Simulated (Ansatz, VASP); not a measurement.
**PIr2: VASP beside Ansatz**

Wanted: the spread between two codes on one cell, functional and k mesh. The cell is taken from a series of VASP runs on this material, whose earlier steps may have relaxed, scaled or displaced it; both programs get it as it stands.

Main program and level: Ansatz 0.2.0; plane waves, with VASP 6.6.1 beside it; band structure at r2SCAN with rVV10.

## 1. Starting point

The structure is cubic, space group Fm-3m (No. 225). Conventional cell: a = 5.548 Å, b = 5.548 Å, c = 5.548 Å, α = 90.00°, β = 90.00°, γ = 90.00°. P has 8 Ir at 2.40 Å nearest. Nearest to Ir lie 4 P at 2.40 Å. Farther neighbours are not listed.

Structure file:

```cif
data_structure
_symmetry_space_group_name_H-M 'Fm-3m'
_symmetry_Int_Tables_number 225
_cell_length_a 5.5484
_cell_length_b 5.5484
_cell_length_c 5.5484
_cell_angle_alpha 90.000
_cell_angle_beta 90.000
_cell_angle_gamma 90.000
_cell_volume 170.81
loop_
_atom_site_label
_atom_site_type_symbol
_atom_site_symmetry_multiplicity
_atom_site_Wyckoff_symbol
_atom_site_fract_x
_atom_site_fract_y
_atom_site_fract_z
_atom_site_occupancy
P1 P 4 a 0.00000 0.00000 0.00000 1
Ir1 Ir 8 c 0.25000 0.75000 0.75000 1
```

## 2. VASP: band structure, r2SCAN with rVV10

With cell and atoms fixed, the geometry can't cause a difference; cores, projectors, grids and the points listed under the comparison can.

Lines of VASP's logs that name or quote its potential files are left out, and so is its time.

The input, INCAR:

```
SYSTEM = PIr2
PREC = Accurate
ENCUT = 400
EDIFF = 1E-06
NELM = 100
ISMEAR = 0
SIGMA = 0.05
LREAL = .FALSE.
ALGO = Normal
METAGGA = R2SCAN
LUSE_VDW = .TRUE.
IVDW_NL = 2
BPARAM = 11.95
CPARAM = 0.0093
LASPH = .TRUE.
NBANDS = 24
LORBIT = 11
LWAVE = .FALSE.
LCHARG = .FALSE.
KPAR = 2
```

The input, POSCAR:

```
PIr2
1.0
    0.0000000000      2.7742065316      2.7742065316
    2.7742065316      0.0000000000      2.7742065316
    2.7742065316      2.7742065316      0.0000000000
P Ir
1 2
Direct
    0.0000000000      0.0000000000      0.0000000000
    0.2500000000      0.2500000000      0.2500000000
    0.7500000000      0.7500000000      0.7500000000
```

The input, KPOINTS:

```
Automatic mesh
0
Gamma
7 7 7
0 0 0
```

The input, KPOINTS_OPT:

```
Line mode
16
Line-mode
Reciprocal
  0.00000000   0.00000000   0.00000000 GAMMA
  0.50000000   0.00000000   0.50000000 X

  0.50000000   0.00000000   0.50000000 X
  0.50000000   0.25000000   0.75000000 W

  0.50000000   0.25000000   0.75000000 W
  0.37500000   0.37500000   0.75000000 K

  0.37500000   0.37500000   0.75000000 K
  0.00000000   0.00000000   0.00000000 GAMMA

  0.00000000   0.00000000   0.00000000 GAMMA
  0.50000000   0.50000000   0.50000000 L

  0.50000000   0.50000000   0.50000000 L
  0.62500000   0.25000000   0.62500000 U

  0.62500000   0.25000000   0.62500000 U
  0.50000000   0.25000000   0.75000000 W

  0.50000000   0.25000000   0.75000000 W
  0.50000000   0.50000000   0.50000000 L

  0.50000000   0.50000000   0.50000000 L
  0.37500000   0.37500000   0.75000000 K

  0.62500000   0.25000000   0.62500000 U
  0.50000000   0.00000000   0.50000000 X
```

Potentials, in the order of the species: P and Ir (PBE family, release 64).

Launch:

```
$ mpirun -np 2 vasp_std
```

Numbers of over 12 decimals in the logs are rounded to 6 here.

Log:

```text
[banner, memory and clock lines left out]
running    2 mpi-ranks, on    1 nodes
 distrk:  each k-point on    1 cores,    2 groups
 distr:  one band on    1 cores,    1 groups

 POSCAR found type information on POSCAR P Ir
 POSCAR found :  2 types and       3 ions
|                                                                             |
|               ----> ADVICE to this user running VASP <----                  |
|                                                                             |
|     You have switched on vdW-DFT.                                           |
|     This routine was written and supplied by Jiri Klimes. We recommend      |
|     that you carefully read and cite the following publications:            |
|       J. Klimes, D.R. Bowler, A. Michelides                                 |
|          J. Phys.: Cond Matt. 22 022201 (2010)                              |
|       J. Klimes, D.R. Bowler, A. Michelides                                 |
|          Phys. Rev. B. 83, 195131 (2011)                                    |
|     and references therein.                                                 |
|                                                                             |

|                                                                             |
|               ----> ADVICE to this user running VASP <----                  |
|                                                                             |
|     You enforced a specific xc type in the INCAR file but a different       |
|     [... a line on the potential file left out ...]
|     I HOPE YOU KNOW WHAT YOU ARE DOING!                                     |
|                                                                             |

 LDA part: xc-table for (None), standard interpolation
 POSCAR, INCAR and KPOINTS ok, starting setup
 FFT: planning ... GRIDC
 FFT: planning ... GRID_SOFT
 FFT: planning ... GRID
 WAVECAR not read
 entering main loop
       N       E                     dE             d eps       ncg     rms          rms(c)
Total rVV10 correction in eV:      0.3739198    30.3482851
Total rVV10 correction in eV:      0.3739198    30.3482851
DAV:   1     0.629858834825E+02    0.62986E+02   -0.88101E+03   960   0.749E+02
DAV:   2    -0.113689606519E+03   -0.17668E+03   -0.15901E+03   992   0.239E+02
DAV:   3    -0.120278845693E+03   -0.65892E+01   -0.65163E+01  1216   0.526E+01
DAV:   4    -0.120376502369E+03   -0.97657E-01   -0.97609E-01  1088   0.618E+00
DAV:   5    -0.120379061709E+03   -0.25593E-02   -0.25593E-02  1240   0.101E+00    0.253E+01
Total rVV10 correction in eV:      0.3512018    30.3482853
Total rVV10 correction in eV:      0.3512018    30.3482853
DAV:   6    -0.114842710549E+03    0.55364E+01   -0.29396E+00  1280   0.180E+01    0.958E+00
Total rVV10 correction in eV:      0.3509150    30.3482853
Total rVV10 correction in eV:      0.3509150    30.3482853
DAV:   7    -0.114800695078E+03    0.42015E-01   -0.17017E-01  1200   0.382E+00    0.570E+00
Total rVV10 correction in eV:      0.3479743    30.3482853
Total rVV10 correction in eV:      0.3479743    30.3482853
DAV:   8    -0.114784215856E+03    0.16479E-01   -0.23273E-02  1024   0.104E+00    0.521E-01
Total rVV10 correction in eV:      0.3477912    30.3482853
Total rVV10 correction in eV:      0.3477912    30.3482853
DAV:   9    -0.114783814555E+03    0.40130E-03   -0.14918E-03  1432   0.358E-01    0.319E-01
Total rVV10 correction in eV:      0.3477255    30.3482853
Total rVV10 correction in eV:      0.3477255    30.3482853
DAV:  10    -0.114783968727E+03   -0.15417E-03   -0.30335E-04  1080   0.126E-01    0.118E-01
Total rVV10 correction in eV:      0.3477674    30.3482853
Total rVV10 correction in eV:      0.3477674    30.3482853
DAV:  11    -0.114783953683E+03    0.15044E-04   -0.13855E-05  1264   0.266E-02    0.130E-02
Total rVV10 correction in eV:      0.3477785    30.3482853
Total rVV10 correction in eV:      0.3477785    30.3482853
DAV:  12    -0.114783950991E+03    0.26922E-05   -0.53938E-07   736   0.585E-03    0.426E-03
Total rVV10 correction in eV:      0.3477775    30.3482853
Total rVV10 correction in eV:      0.3477775    30.3482853
DAV:  13    -0.114783950973E+03    0.17357E-07   -0.79532E-08   664   0.242E-03
Total rVV10 correction in eV:      0.3477771    30.3482853
Total rVV10 correction in eV:      0.3477771    30.3482853
Total rVV10 correction in eV:      0.3477780    30.3482853
Total rVV10 correction in eV:      0.3477780    30.3482853
   1 F= -.11478395E+03 E0= -.11478265E+03  d E =-.259995E-02
 Start KPOINTS_OPT (optional k-point list driver)
k-point batch [1-20\160]
       N       E                     dE             ncg
DAV:   1     0.578534970092E+04   -0.35281E+04      960
DAV:   2     0.234101443760E+04   -0.34443E+04     1048
DAV:   3     0.222102427595E+04   -0.11999E+03     1200
DAV:   4     0.221922348906E+04   -0.18008E+01     1096
DAV:   5     0.221917051099E+04   -0.52978E-01     1192
DAV:   6     0.221916846251E+04   -0.20485E-02     1144
DAV:   7     0.221916838408E+04   -0.78425E-04     1208
DAV:   8     0.221916838081E+04   -0.32686E-05     1008
DAV:   9     0.221916838057E+04   -0.24093E-06      824
[...]
k-point batch [141-160\160]
       N       E                     dE             ncg
DAV:   1     0.558355736479E+04   -0.90490E+04      960
DAV:   2     0.222998035313E+04   -0.33536E+04     1032
DAV:   3     0.211453339705E+04   -0.11545E+03     1232
DAV:   4     0.211276493452E+04   -0.17685E+01     1104
DAV:   5     0.211271323965E+04   -0.51695E-01     1248
DAV:   6     0.211271127441E+04   -0.19652E-02     1112
DAV:   7     0.211271119265E+04   -0.81751E-04     1264
DAV:   8     0.211271118941E+04   -0.32404E-05      976
DAV:   9     0.211271118913E+04   -0.28869E-06      784
```

Parts of OUTCAR (step 2):

```text
ion  position               nearest neighbor table
   1  0.000  0.000  0.000-   3 2.40   3 2.40   3 2.40   2 2.40   2 2.40   2 2.40   3 2.40   2 2.40

  LATTYP: Found a face centered cubic cell.
 ALAT       =     5.5484130632

 Subroutine GETGRP returns: Found 48 space group operations
 (whereof 48 operations were pure point group operations)

The static configuration has the point symmetry O_h .

 Found     20 irreducible k-points:

   k-points           NKPTS =     20   k-points in BZ     NKDIM =     20   number of bands    NBANDS=     24

   dimension x,y,z NGX =    28 NGY =   28 NGZ =   28
   dimension x,y,z NGXF=    56 NGYF=   56 NGZF=   56

   ENCUT  =  400.0 eV  29.40 Ry    5.42 a.u.   6.40  6.40  6.40*2*pi/ulx,y,z

   NELECT =      23.0000    total number of electrons

 k-points in reciprocal lattice and weights: Automatic mesh
   0.00000000  0.00000000  0.00000000       0.003
   0.14285714  0.00000000  0.00000000       0.023
   0.28571429  0.00000000  0.00000000       0.023
   0.42857143  0.00000000  0.00000000       0.023
   0.14285714  0.14285714  0.00000000       0.017
   0.28571429  0.14285714  0.00000000       0.070
   0.42857143  0.14285714  0.00000000       0.070
  -0.42857143  0.14285714  0.00000000       0.070
  -0.28571429  0.14285714  0.00000000       0.070
[...]
-0.42857143  0.42857143  0.14285714       0.070
  -0.28571429  0.42857143  0.14285714       0.070

 average (electrostatic) potential at core
       1 -83.2395       2 -53.6742       3 -53.6742

 E-fermi :   9.5027

 k-point     1 :       0.0000    0.0000    0.0000
  band No.  band energies     occupation
    ...
      5       3.5902      2.00000
      6       3.5902      2.00000
      7       9.0448      2.00000
      8       9.0448      2.00000
      9       9.0448      2.00000
     10      10.5000      0.00000
     11      11.4098      0.00000
     12      11.4098      0.00000
     13      14.3280      0.00000
     14      14.3280      0.00000
    ...

 k-point     2 :       0.1429    0.0000    0.0000
  band No.  band energies     occupation
    ...
      5       3.8269      2.00000
      6       3.8269      2.00000
      7       8.5164      2.00000
      8       8.6929      2.00000
      9       8.6929      2.00000
     10      10.4466      0.00000
     11      10.4466      0.00000
     12      11.1151      0.00000
     13      12.4438      0.00000
     14      14.1683      0.00000
    ...

 k-point     3 :       0.2857    0.0000    0.0000
  band No.  band energies     occupation
    ...
      8       7.7752      2.00000
      9       7.7752      2.00000
     10       8.8622      2.00000
     11       8.8622      2.00000
     12       9.4654      1.70876
     13      12.6015      0.00000
     14      14.1891      0.00000
     15      14.1891      0.00000
     16      16.3233      0.00000
     17      17.5859      0.00000
    ...

  Total       -0.0006238     -0.0006238     -0.0006238     -0.0000000     -0.0000000      0.0000000
  in kB       -0.0234049     -0.0234049     -0.0234049     -0.0000000     -0.0000000      0.0000000
  external PRESSURE =      -0.0234049 kB  Pullay stress =       0.0000000 kB

  energy-cutoff  :      400.00
  volume of cell :       42.70
      direct lattice vectors                 reciprocal lattice vectors
     0.000000000  2.774206532  2.774206532    -0.180231715  0.180231715  0.180231715
     2.774206532  0.000000000  2.774206532     0.180231715 -0.180231715  0.180231715
     2.774206532  2.774206532  0.000000000     0.180231715  0.180231715 -0.180231715

 POSITION                                       TOTAL-FORCE (eV/Angst)
 -----------------------------------------------------------------------------------
      0.00000      0.00000      0.00000        -0.000000     -0.000000     -0.000000
      1.38710      1.38710      1.38710         0.000000      0.000000      0.000000
      4.16131      4.16131      4.16131        -0.000000     -0.000000     -0.000000
 -----------------------------------------------------------------------------------
    total drift:                                0.000000      0.000000      0.000000

  FREE ENERGIE OF THE ION-ELECTRON SYSTEM (eV)
  ---------------------------------------------------
  free  energy   TOTEN  =      -114.7839509732 eV

  energy  without entropy=     -114.7813510240  energy(sigma->0) =     -114.78265100

 total charge
# of ion       s       p       d       tot
------------------------------------------
    1        0.941   1.396   0.000   2.338
    2        0.633   0.708   7.250   8.591
    3        0.633   0.708   7.250   8.591
--------------------------------------------------
tot          2.207   2.813  14.500  19.520

[... 3 further parts left out ...]
```

The run ends at a pressure of 0.00 GPa.

(Continued in part 2 of 2.)

[Lines on the potential files, build, host, timing and source positions are cut from VASP's logs without a mark.]

[Logs are printed without paths, hosts, clocks, repeated set-up lines and the standing remarks that a program may print on its own settings, such as how far it seeks lower states.]

[Hosts, paths, dates, database ids (printed as entryN), source tags and the programs' standing remarks are cut or masked in the printed files.]
